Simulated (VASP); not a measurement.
All values below come from SCAN meta-GGA, VASP's PBE PAW potentials (set 64) (plane waves; VASP).

Input for VASP

**POSCAR**
```
HfO2
1.0
  0.0000000000   2.5091209029   2.5091209029
  2.5091209029   0.0000000000   2.5091209029
  2.5091209029   2.5091209029   0.0000000000
Hf O
1 2
Cartesian
  0.0000000000   2.5091209029   2.5091209029
  1.2545604514   1.2545604514   1.2545604514
  3.7636813544   3.7636813544   3.7636813544
```

KPOINTS:
```
Automatic mesh
0
Gamma
8 8 8
0 0 0
```

### INCAR
```
# general
SYSTEM =HfO2
PREC   =Accurate
ENCUT  =520   # plane-wave cut-off (eV)
LREAL  =.FALSE.   # projection in real space or not
LASPH  =.TRUE.   # aspherical one-centre terms

# electronic loop
EDIFF  =1E-6   # SCF stop (eV)
NELM   =100
ALGO   =Normal   # blocked Davidson
LMAXMIX=6
LMIXTAU=.TRUE.

# smearing
ISMEAR =0   # Gaussian
SIGMA  =0.05

# functional
METAGGA=SCAN

# ions
IBRION =2
NSW    =60   # most ionic steps
ISIF   =3   # ions, shape and volume
EDIFFG =-0.01   # ionic stop

# output
LWAVE  =.FALSE.
LCHARG =.FALSE.
```

POTCAR, in this order: Hf_pv O (PBE.64 set). Program: vasp_std.

Unless said otherwise, spin-orbit coupling is left out, though it shifts the bands of the heavy elements here.

Problem. What does the run give for the energy per atom (σ→0), band gap (on the k-mesh)?

Solution. 
```json
{
 "energy per atom (σ→0)": "-28.848 eV/atom",
 "band gap (on the k-mesh)": "4.27 eV"
}
```

File OSZICAR:
```
...
DAV:  13    -0.865418614710E+02    0.12933E-03   -0.16563E-03   919   0.514E-01    0.414E-01
DAV:  14    -0.865427528457E+02   -0.89137E-03   -0.65307E-04   884   0.348E-01    0.208E-01
DAV:  15    -0.865430024134E+02   -0.24957E-03   -0.32200E-04  1143   0.169E-01    0.933E-03
DAV:  16    -0.865430056982E+02   -0.32848E-05   -0.20317E-05   905   0.644E-02    0.611E-03
DAV:  17    -0.865430020054E+02    0.36928E-05   -0.22785E-06  1002   0.224E-02    0.115E-02
DAV:  18    -0.865430032916E+02   -0.12862E-05   -0.12385E-06   715   0.165E-02    0.326E-03
DAV:  19    -0.865430025168E+02    0.77478E-06   -0.20905E-07   575   0.595E-03
   1 F= -.86543003E+02 E0= -.86543003E+02  d E =-.865430E+02
```

The compound is HfO2 in the fluorite structure, the high-temperature cubic form, which is unstable at 0 K; the monoclinic form is the stable one. It was relaxed first. The start is the result of an earlier pass.
